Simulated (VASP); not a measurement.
Here is the system:

```
KCl
1.0
    0.00000     3.19202     3.19202
    3.19202     0.00000     3.19202
    3.19202     3.19202     0.00000
K Cl
1 1
Cartesian
  0.00000   0.00000   0.00000
  3.19202   3.19202   3.19202
```

Calculation: PBE GGA with D3 dispersion (zero damping), VASP's PBE PAW potentials (set 64) (plane waves; VASP). Numerical set-up: 520 eV cut-off, 7×7×7 Γ-centred mesh, Gaussian smearing of 0.050 eV, potentials K_sv Cl.

Problem. What does the run give for the energy per atom (σ→0), band gap (on the k-mesh) with the smallest direct gap where there is one?

Solution. 
| Property | Result |
|---|---|
| band gap (on the k-mesh) | 5.04 eV |
| smallest direct gap (on the k-mesh) | 5.04 eV |
| energy per atom (σ→0) | -3.590 eV/atom |

The compound is KCl in the rock salt structure. It was relaxed first. The start is the result of an earlier pass.
